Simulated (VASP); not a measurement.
# ZnRe2 (Fm-3m) in VASP: settings compared

The runs below take ZnRe2 through band structure, with r2SCAN, SCAN.

Program: VASP 6.6.1. These are calculated values, not measurements. Logs are shortened: lines on timing, memory, paths and dates and some standing lists are left out, and cuts for length are marked.

**1. Starting point**

The structure is cubic, space group Fm-3m (No. 225). The conventional cell has a = 5.791 Å, b = 5.791 Å, c = 5.791 Å, α = 90.00°, β = 90.00°, γ = 90.00°. Zn (site symmetry m-3m) has 8 Re at 2.51 Å as nearest neighbours. Re (site symmetry -43m) has 4 Zn at 2.51 Å as nearest neighbours.

The cell was built by a generator and needn't be a form met in nature.

**2. Band structure, r2SCAN**

The input, INCAR:

```
PREC     = Accurate       # precision mode
ENCUT    = 520            # plane-wave cutoff, eV
EDIFF    = 1E-6           # SCF threshold, eV
ISMEAR   = -1             # smearing method
SIGMA    = 0.05           # smearing width, eV
LREAL    = F              # projectors in reciprocal space
LASPH    = T              # aspherical terms in the spheres
NELM     = 100            # most SCF steps
ALGO     = Normal         # electronic algorithm
ISIF     = 2              # what is computed and relaxed
LWAVE    = F              # write WAVECAR
LCHARG   = F              # write CHGCAR
LMAXMIX  = 4              # l up to which the mixer works
METAGGA  = R2SCAN         # meta-GGA
LMIXTAU  = T            
NBANDS   = 20             # bands
```

The input, KPOINTS:

```
Automatic mesh
0
Gamma
  8 8 8
```

The input, POSCAR:

```
ZnRe2
1.0
    0.0000000000      2.8955600000      2.8955600000
    2.8955600000      0.0000000000      2.8955600000
    2.8955600000      2.8955600000      0.0000000000
Zn Re
1 2
Direct
    0.0000000000      0.0000000000      0.0000000000
    0.7500000000      0.7500000000      0.7500000000
    0.2500000000      0.2500000000      0.2500000000
```

The input, KPOINTS_OPT:

```
path GXWKGLUWLK,UX
20
line-mode
reciprocal
 0.0000000000  0.0000000000  0.0000000000  G
 0.5000000000  0.0000000000  0.5000000000  X

 0.5000000000  0.0000000000  0.5000000000  X
 0.5000000000  0.2500000000  0.7500000000  W

 0.5000000000  0.2500000000  0.7500000000  W
 0.3750000000  0.3750000000  0.7500000000  K

 0.3750000000  0.3750000000  0.7500000000  K
 0.0000000000  0.0000000000  0.0000000000  G

 0.0000000000  0.0000000000  0.0000000000  G
 0.5000000000  0.5000000000  0.5000000000  L

 0.5000000000  0.5000000000  0.5000000000  L
 0.6250000000  0.2500000000  0.6250000000  U

 0.6250000000  0.2500000000  0.6250000000  U
 0.5000000000  0.2500000000  0.7500000000  W

 0.5000000000  0.2500000000  0.7500000000  W
 0.5000000000  0.5000000000  0.5000000000  L

 0.5000000000  0.5000000000  0.5000000000  L
 0.3750000000  0.3750000000  0.7500000000  K

 0.6250000000  0.2500000000  0.6250000000  U
 0.5000000000  0.0000000000  0.5000000000  X
```

Potentials or basis: VASP PAW PBE potentials, release 64 (Zn, Re).

Launch:

```bash
> cat potpaw_PBE.64/Zn/POTCAR potpaw_PBE.64/Re/POTCAR > POTCAR
> mpirun -np 1 vasp_std > vasp.out
```

OUTCAR:

```text
PREC = Accurate
   ENCUT = 520
   EDIFF = 1E-6
   ISMEAR = -1
   LREAL = F
   LASPH = T
   NELM = 100
   ISIF = 2
   METAGGA = R2SCAN

 ion  position               nearest neighbor table
   1  0.000  0.000  0.000-   2 2.51   3 2.51   2 2.51   2 2.51   2 2.51   3 2.51   3 2.51   3 2.51

   2  0.750  0.750  0.750-   1 2.51   1 2.51   1 2.51   1 2.51   3 2.90   3 2.90   3 2.90   3 2.90
                             3 2.90   3 2.90
   3  0.250  0.250  0.250-   1 2.51   1 2.51   1 2.51   1 2.51   2 2.90   2 2.90   2 2.90   2 2.90
                             2 2.90   2 2.90

  LATTYP: Found a face centered cubic cell.
 ALAT       =     5.7911200000

  Lattice vectors:

 A1 = (   0.0000000000,   2.8955600000,   2.8955600000)
 A2 = (   2.8955600000,   0.0000000000,   2.8955600000)
 A3 = (   2.8955600000,   2.8955600000,   0.0000000000)

Analysis of symmetry for initial positions (statically):
=====================================================================
 Subroutine PRICEL returns:
 Original cell was already a primitive cell.

 Routine SETGRP: Setting up the symmetry group for a
 face centered cubic supercell.

 Subroutine GETGRP returns: Found 48 space group operations
 (whereof 48 operations were pure point group operations)
 out of a pool of 48 trial point group operations.

The static configuration has the point symmetry O_h .

Analysis of symmetry for dynamics (positions and initial velocities):
=====================================================================
 Subroutine PRICEL returns:
 Original cell was already a primitive cell.

 Routine SETGRP: Setting up the symmetry group for a
 face centered cubic supercell.

 Subroutine GETGRP returns: Found 48 space group operations
 (whereof 48 operations were pure point group operations)
 out of a pool of 48 trial point group operations.

The dynamic configuration has the point symmetry O_h .

 Subroutine INISYM returns: Found 48 space group operations
 (whereof 48 operations are pure point group operations),
 and found     1 'primitive' translations

----------------------------------------------------------------------------------------

                                     Primitive cell

  volume of cell :      48.5543

[... 85 lines left out ...]
   LNONCOLLINEAR =      F non collinear calculations
   LSORBIT =      F    spin-orbit coupling
   LASPH  =      T    aspherical Exc in radial PAW
   ENCUT  =  520.0 eV  38.22 Ry    6.18 a.u.   7.61  7.61  7.61*2*pi/ulx,y,z
   NELM   =    100;   NELMIN=  2; NELMDL= -5     # of ELM steps
   EDIFF  = 0.1E-05   stopping-criterion for ELM
   LREAL  =      F    real-space projection
   EDIFFG = 0.1E-04   stopping-criterion for IOM
   NSW    =      0    number of steps for IOM
   IBRION =     -1    ionic relax: 0-MD 1-quasi-New 2-CG
   NFREE  =      0    steps in history (QN), initial steepest desc. (CG)
   ISIF   =      2    stress and relaxation
   ISYM   =      2    0-nonsym 1-usesym 2-fastsym
   POTIM  = 0.5000    time-step for ionic-motion
   TEBEG  =    0.0;   TEEND  =   0.0 temperature during run
   PSTRESS=    0.0 pullay stress
   NELECT =      26.0000    total number of electrons
   NUPDOWN=      -1.0000    fix difference up-down
   EMIN   =  10.00;   EMAX   =-10.00  energy-range for DOS
   EFERMI =   0.00;   METHOD = LEGACY
   ISMEAR =    -1;   SIGMA  =   0.05  broadening in eV -4-tet -1-fermi 0-gaus
   EFERMI_NEDOS =   21; number of points for ismear=-14 and -15
   IALGO  =     38    algorithm
   IMIX   =      4    mixing-type and parameters
     AMIX     =   0.40;   BMIX     =  1.00
     AMIX_MAG =   1.60;   BMIX_MAG =  1.00
  volume/ion in A,a.u.               =      16.18       109.22
  Fermi-wavevector in a.u.,A,eV,Ry     =   1.329403  2.512208 24.045751  1.767313
  Thomas-Fermi vector in A             =   2.458568
   LORBIT       =      0    0 simple, 1 ext, 2 COOP (PROOUT), +10 PAW based schemes
   METAGGA = R2SCAN    functional components
   LHFCALC =     F    Hartree Fock is set to
   AEXX    =    0.0000 exact exchange contribution
   IVDW    =     0    specifies the selected vdW correction
   LEPSILON=     F    determine dielectric tensor
   LRPA    =     F    only Hartree local field effects (RPA)
 non-spin polarized calculation
  energy-cutoff  :      520.00
  volume of cell :       48.55
 maximum number of plane-waves:      1325
   NGX = 15   NGY = 15   NGZ = 15

 number of electron      26.0000001 magnetization

 Free energy of the ion-electron system (eV)
  ---------------------------------------------------
  ext. energy  EPLUGINS =         0.00000000
  ---------------------------------------------------
  free energy    TOTEN  =      -109.86768383 eV

  energy without entropy =     -109.82916016  energy(sigma->0) =     -109.84842200

 E-fermi :   5.1655     XC(G=0): -13.5202

 val. band max:        5.1588096263   @ k =  -0.3750   0.1250   0.0000
 cond. band min:       5.1697339053   @ k =   0.3750   0.0000   0.0000
 fundamental gap:      0.0109242789
 Fermi energy:         5.1654635844

 k-point     1 :       0.0000    0.0000    0.0000
  band No.  band energies     occupation
      1      -4.8961      2.00000
      2      -3.0364      2.00000
      3      -3.0364      2.00000
      4      -2.8474      2.00000
      5      -2.8473      2.00000
      6      -2.8473      2.00000
[... 541 lines left out ...]
     19      11.2257      0.00000
     20      15.5204      0.00000

 [... further k-points ...]

------------------------ aborting loop because EDIFF is reached ----------------------------------------

  FORCE on cell =-STRESS in cart. coord.  units (eV):
  Direction    XX          YY          ZZ          XY          YZ          ZX
  --------------------------------------------------------------------------------------
  -------------------------------------------------------------------------------------
  Total       -1.3889953     -1.3889953     -1.3889953     -0.0000000     -0.0000000      0.0000000
  in kB      -45.8335671    -45.8335671    -45.8335671     -0.0000000     -0.0000000      0.0000000
  external PRESSURE =     -45.8335671 kB  Pullay stress =       0.0000000 kB

 VOLUME and BASIS-vectors are now :
 -----------------------------------------------------------------------------
  energy-cutoff  :      520.00
  volume of cell :       48.55
      direct lattice vectors                 reciprocal lattice vectors
     0.000000000  2.895560000  2.895560000    -0.172678169  0.172678169  0.172678169
     2.895560000  0.000000000  2.895560000     0.172678169 -0.172678169  0.172678169
     2.895560000  2.895560000  0.000000000     0.172678169  0.172678169 -0.172678169

 POSITION                                       TOTAL-FORCE (eV/Angst)
 -----------------------------------------------------------------------------------
      0.00000      0.00000      0.00000         0.000000     -0.000000     -0.000000
      4.34334      4.34334      4.34334        -0.000000     -0.000000      0.000000
      1.44778      1.44778      1.44778         0.000000      0.000000     -0.000000
 -----------------------------------------------------------------------------------
    total drift:                                0.000000     -0.000000     -0.000000

  FREE ENERGIE OF THE ION-ELECTRON SYSTEM (eV)
  ---------------------------------------------------
  free  energy   TOTEN  =      -109.8676838342 eV

  energy  without entropy=     -109.8291601635  energy(sigma->0) =     -109.84842200
```

stdout:

```text
POSCAR found type information on POSCAR ZnRe
 POSCAR found :  2 types and       3 ions
 scaLAPACK will be used
 -----------------------------------------------------------------------------
|                                                                             |
|                                                                             |
|     You enforced a specific xc type in the INCAR file but a different       |
|     I HOPE YOU KNOW WHAT YOU ARE DOING!                                     |
|                                                                             |
 -----------------------------------------------------------------------------

 LDA part: xc-table for (None), standard interpolation
 POSCAR, INCAR and KPOINTS ok, starting setup
 FFT: planning ... GRIDC
 FFT: planning ... GRID_SOFT
 FFT: planning ... GRID
 WAVECAR not read
 entering main loop
 Start KPOINTS_OPT (optional k-point list driver)
k-point batch [1-29\200]
k-point batch [30-58\200]
k-point batch [59-87\200]
k-point batch [88-116\200]
k-point batch [117-145\200]
k-point batch [146-174\200]
k-point batch [175-200\200]
```

Wall time 4.6 min (1 thread of Intel Xeon 6975P-C (Granite Rapids), shared host); peak memory 0.18 GiB.

What came out:

```yaml
Free_energy: -109.8677 eV
Pressure: -4.6 GPa
Band_gap_along_the_path: none (metal or under the smearing width)
```

Levels at the corners of the path, in eV from the Fermi level:
```csv
point,band 9,band 10,band 11,band 12,band 13,band 14,band 15,band 16,band 17,band 18
Γ,-4.50,-3.58,-3.58,1.88,1.88,1.88,3.58,3.58,6.37,7.57
X,-2.89,-2.13,-1.24,-1.24,0.28,0.28,1.36,1.36,1.90,3.42
X,-2.89,-2.13,-1.24,-1.24,0.28,0.28,1.36,1.36,1.90,3.42
W,-3.01,-2.21,-2.21,-0.40,-0.22,-0.22,0.86,1.12,1.13,4.39
W,-3.01,-2.21,-2.21,-0.40,-0.22,-0.22,0.86,1.12,1.13,4.39
K,-2.90,-2.69,-1.91,-0.64,-0.07,0.19,0.48,0.98,1.27,4.49
K,-2.90,-2.69,-1.91,-0.64,-0.07,0.19,0.48,0.98,1.27,4.49
Γ,-4.50,-3.58,-3.58,1.88,1.88,1.88,3.58,3.58,6.37,7.57
Γ,-4.50,-3.58,-3.58,1.88,1.88,1.88,3.58,3.58,6.37,7.57
L,-3.02,-1.64,-1.64,-0.84,-0.84,-0.72,-0.26,-0.26,0.23,9.15
L,-3.02,-1.64,-1.64,-0.84,-0.84,-0.72,-0.26,-0.26,0.23,9.15
U,-2.90,-2.69,-1.91,-0.64,-0.07,0.19,0.48,0.98,1.27,4.49
U,-2.90,-2.69,-1.91,-0.64,-0.07,0.19,0.48,0.98,1.27,4.49
W,-3.01,-2.21,-2.21,-0.40,-0.22,-0.22,0.86,1.12,1.13,4.39
W,-3.01,-2.21,-2.21,-0.40,-0.22,-0.22,0.86,1.12,1.13,4.39
L,-3.02,-1.64,-1.64,-0.84,-0.84,-0.72,-0.26,-0.26,0.23,9.15
L,-3.02,-1.64,-1.64,-0.84,-0.84,-0.72,-0.26,-0.26,0.23,9.15
K,-2.90,-2.69,-1.91,-0.64,-0.07,0.19,0.48,0.98,1.27,4.49
U,-2.90,-2.69,-1.91,-0.64,-0.07,0.19,0.48,0.98,1.27,4.49
X,-2.89,-2.13,-1.24,-1.24,0.28,0.28,1.36,1.36,1.90,3.42
```

Caveat: the PAW data sets were made with another functional, which shifts forces and pressure a little; spin-orbit coupling is left out, which moves the levels of the heavy elements.

**3. Band structure, SCAN**

Edit INCAR of step 2 so:

```diff
@@ -13,3 +13,3 @@
 LMAXMIX  = 4              # l up to which the mixer works
-METAGGA  = R2SCAN         # meta-GGA
+METAGGA  = SCAN           # meta-GGA
 LMIXTAU  = T
```

KPOINTS is that of step 2.

POSCAR is that of step 2.

KPOINTS_OPT is that of step 2.

Potentials or basis: VASP PAW PBE potentials, release 64 (Zn, Re).

Launch:

```bash
> cat potpaw_PBE.64/Zn/POTCAR potpaw_PBE.64/Re/POTCAR > POTCAR
> mpirun -np 1 vasp_std > vasp.out
```

OUTCAR:

```text
PREC = Accurate
   ENCUT = 520
   EDIFF = 1E-6
   ISMEAR = -1
   LREAL = F
   LASPH = T
   NELM = 100
   ISIF = 2
   METAGGA = SCAN

 ion  position               nearest neighbor table
   1  0.000  0.000  0.000-   2 2.51   3 2.51   2 2.51   2 2.51   2 2.51   3 2.51   3 2.51   3 2.51

   2  0.750  0.750  0.750-   1 2.51   1 2.51   1 2.51   1 2.51   3 2.90   3 2.90   3 2.90   3 2.90
                             3 2.90   3 2.90
   3  0.250  0.250  0.250-   1 2.51   1 2.51   1 2.51   1 2.51   2 2.90   2 2.90   2 2.90   2 2.90
                             2 2.90   2 2.90

  LATTYP: Found a face centered cubic cell.
 ALAT       =     5.7911200000

  Lattice vectors:

 A1 = (   0.0000000000,   2.8955600000,   2.8955600000)
 A2 = (   2.8955600000,   0.0000000000,   2.8955600000)
 A3 = (   2.8955600000,   2.8955600000,   0.0000000000)

Analysis of symmetry for initial positions (statically):
=====================================================================
 Subroutine PRICEL returns:
 Original cell was already a primitive cell.

[... 167 lines left out ...]
  free energy    TOTEN  =      -151.63285836 eV

  energy without entropy =     -151.59152223  energy(sigma->0) =     -151.61219030

 E-fermi :   5.0214     XC(G=0): -13.9021

 val. band max:        5.0194203737   @ k =  -0.2500   0.3750   0.1250
 cond. band min:       5.0319084980   @ k =   0.5000   0.3750   0.0000
 fundamental gap:      0.0124881243
 Fermi energy:         5.0214106390

 k-point     1 :       0.0000    0.0000    0.0000
  band No.  band energies     occupation
      1      -5.4000      2.00000
      2      -3.1186      2.00000
      3      -3.1186      2.00000
      4      -2.9014      2.00000
      5      -2.9014      2.00000
      6      -2.9014      2.00000
[... 541 lines left out ...]
     19      11.0503      0.00000
     20      15.2893      0.00000

 [... further k-points ...]

------------------------ aborting loop because EDIFF is reached ----------------------------------------

  FORCE on cell =-STRESS in cart. coord.  units (eV):
  Direction    XX          YY          ZZ          XY          YZ          ZX
  --------------------------------------------------------------------------------------
  -------------------------------------------------------------------------------------
  Total       -3.1221726     -3.1221726     -3.1221726      0.0000000      0.0000000     -0.0000000
  in kB     -103.0243289   -103.0243289   -103.0243289      0.0000000      0.0000000     -0.0000000
  external PRESSURE =    -103.0243289 kB  Pullay stress =       0.0000000 kB

 VOLUME and BASIS-vectors are now :
 -----------------------------------------------------------------------------
  energy-cutoff  :      520.00
  volume of cell :       48.55
      direct lattice vectors                 reciprocal lattice vectors
     0.000000000  2.895560000  2.895560000    -0.172678169  0.172678169  0.172678169
     2.895560000  0.000000000  2.895560000     0.172678169 -0.172678169  0.172678169
     2.895560000  2.895560000  0.000000000     0.172678169  0.172678169 -0.172678169

 POSITION                                       TOTAL-FORCE (eV/Angst)
 -----------------------------------------------------------------------------------
      0.00000      0.00000      0.00000        -0.000000     -0.000000     -0.000000
      4.34334      4.34334      4.34334        -0.000000     -0.000000     -0.000000
      1.44778      1.44778      1.44778         0.000000      0.000000      0.000000
 -----------------------------------------------------------------------------------
    total drift:                                0.000000     -0.000000     -0.000000

  FREE ENERGIE OF THE ION-ELECTRON SYSTEM (eV)
  ---------------------------------------------------
  free  energy   TOTEN  =      -151.6328583598 eV

  energy  without entropy=     -151.5915222325  energy(sigma->0) =     -151.61219030
```

It took 5.1 min on 1 thread of Intel Xeon 6975P-C (Granite Rapids), shared host; peak memory 0.18 GiB.

What came out:

```
Free energy             : -151.6329 eV
Pressure                : -10.3 GPa
Band gap along the path : none (metal or under the smearing width)
```

Levels at the corners of the path, in eV from the Fermi level:
| point | band 11 | band 12 | band 13 | band 14 | band 15 | band 16 |
| --- | --- | --- | --- | --- | --- | --- |
| Γ | -3.64 | 1.94 | 1.94 | 1.94 | 3.61 | 3.61 |
| X | -1.33 | -1.33 | 0.31 | 0.31 | 1.32 | 1.32 |
| X | -1.33 | -1.33 | 0.31 | 0.31 | 1.32 | 1.32 |
| W | -2.29 | -0.54 | -0.20 | -0.20 | 0.90 | 1.14 |
| W | -2.29 | -0.54 | -0.20 | -0.20 | 0.90 | 1.14 |
| K | -2.01 | -0.78 | -0.09 | 0.21 | 0.51 | 0.99 |
| K | -2.01 | -0.78 | -0.09 | 0.21 | 0.51 | 0.99 |
| Γ | -3.64 | 1.94 | 1.94 | 1.94 | 3.61 | 3.61 |
| Γ | -3.64 | 1.94 | 1.94 | 1.94 | 3.61 | 3.61 |
| L | -1.68 | -0.86 | -0.86 | -0.80 | -0.26 | -0.26 |
| L | -1.68 | -0.86 | -0.86 | -0.80 | -0.26 | -0.26 |
| U | -2.01 | -0.78 | -0.09 | 0.21 | 0.51 | 0.99 |
| U | -2.01 | -0.78 | -0.09 | 0.21 | 0.51 | 0.99 |
| W | -2.29 | -0.54 | -0.20 | -0.20 | 0.90 | 1.14 |
| W | -2.29 | -0.54 | -0.20 | -0.20 | 0.90 | 1.14 |
| L | -1.68 | -0.86 | -0.86 | -0.80 | -0.26 | -0.26 |
| L | -1.68 | -0.86 | -0.86 | -0.80 | -0.26 | -0.26 |
| K | -2.01 | -0.78 | -0.09 | 0.21 | 0.51 | 0.99 |
| U | -2.01 | -0.78 | -0.09 | 0.21 | 0.51 | 0.99 |
| X | -1.33 | -1.33 | 0.31 | 0.31 | 1.32 | 1.32 |

Caveat: the PAW data sets were made with another functional, which shifts forces and pressure a little; spin-orbit coupling is left out, which moves the levels of the heavy elements.
